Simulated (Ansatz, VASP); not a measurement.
# Mn3Zn: VASP beside Ansatz

Contents of run.py:

```python
from ase.calculators.vasp import Vasp
from ase.dft.bandgap import bandgap
from ase.io import read

atoms = read('POSCAR')
atoms.set_initial_magnetic_moments([0.0, 4.0, 4.0, 4.0])
calc = Vasp(
    directory='calc',
    xc='rpbe',
    pp='PBE',
    setups='recommended',
    pp_version='54',
    prec='Accurate',
    encut=520,
    ediff=1e-06,
    ismear=0,
    sigma=0.05,
    lreal=False,
    lasph=True,
    nelm=120,
    algo='Fast',
    isif=2,
    lwave=False,
    lcharg=False,
    ispin=2,
    lorbit=11,
    lmaxmix=4,
    kpts=[11, 11, 11],
    gamma=True,
    nbands=38,
)
atoms.calc = calc

print('energy (eV):', atoms.get_potential_energy())
print('free energy (eV):', atoms.get_potential_energy(force_consistent=True))
print('forces (eV/A):')
print(atoms.get_forces())
print('stress (eV/A^3, Voigt):', atoms.get_stress())
print('Fermi level (eV):', calc.get_fermi_level())
print('moment (muB):', atoms.get_magnetic_moment())
print('site moments (muB):', atoms.get_magnetic_moments())
gap, top, bottom = bandgap(calc)
print('band gap (eV):', gap, 'from (spin, k, band)', top, 'to', bottom)
```

Contents of POSCAR:

```
Mn3Zn
1.0
   -1.7544100000      1.7544100000      3.8217990000
    1.7544100000     -1.7544100000      3.8217990000
    1.7544100000      1.7544100000     -3.8217990000
Zn Mn
1 3
Direct
    0.0000000000      0.0000000000      0.0000000000
    0.5000000000      0.5000000000      0.0000000000
    0.2500000000      0.7500000000      0.5000000000
    0.7500000000      0.2500000000      0.5000000000
```

input.yaml

```yaml
crystal:
  lattice:
    - [-1.75441, 1.75441, 3.821799]
    - [1.75441, -1.75441, 3.821799]
    - [1.75441, 1.75441, -3.821799]
  atoms:
    - { symbol: Zn, position: [0.0, 0.0, 0.0] }
    - { symbol: Mn, position: [0.5, 0.5, 0.0], spin: 4.0 }
    - { symbol: Mn, position: [0.25, 0.75, 0.5], spin: 4.0 }
    - { symbol: Mn, position: [0.75, 0.25, 0.5], spin: 4.0 }
hamiltonian:
  xc: rpbe
  pseudopotentials: { kind: paw }
magnetization:
  spin_polarized: true
kpoints:
  mp_grid: { grid: [11, 11, 11] }
scf:
  occupations: { method: gaussian, width: 0.05 }
output:
  forces: true
  stress: true
  eigenvalues: true
```

The cell comes from a database or a generator and needn't be the stable form of this composition.

Alike in both runs: task single point; functional RPBE; k mesh 11 × 11 × 11; occupations gaussian, width 0.05 eV; collinear spin, ferromagnetic start.

```csv
,VASP,Ansatz
version,VASP 6.6.1,Ansatz 0.2.0
potentials or method,"VASP PAW PBE potentials, release 54 (Zn, Mn_pv)",Ansatz PAW
plane-wave cutoff (eV),520,420
valence electrons in the cell,51,57
```

|  | VASP | Ansatz | Ansatz less VASP |
| --- | --- | --- | --- |
| gap on the k mesh at the Fermi level (eV) | none | none | - |
| pressure (GPa) | 4.4 | 14.6 | +10.20 |
| largest component of the traceless stress (GPa) | 0.58 | 0.25 | -0.323 |
| net moment per atom (μB) | 0.94 | 0.48 | -0.457 |
| size of the moment on the site where the two differ most (μB) | 1.17 | 2.39 | +1.214 |

The net moments differ so much that the two runs ended in different magnetic states, which moves the other rows too. Site moments also hang on the region over which each program counts them. A gap of «none» marks a metal or a gap that the smearing closes. The two sets of potentials don't hold the same shells in valence.

Caveats: the PAW data sets were made with another functional, which shifts forces and pressure a little (VASP); the PAW data sets come from PBE, with cores solved anew for the run's functional, which leaves a small shift of forces and pressure (Ansatz); the starting moments weren't kept (Ansatz).
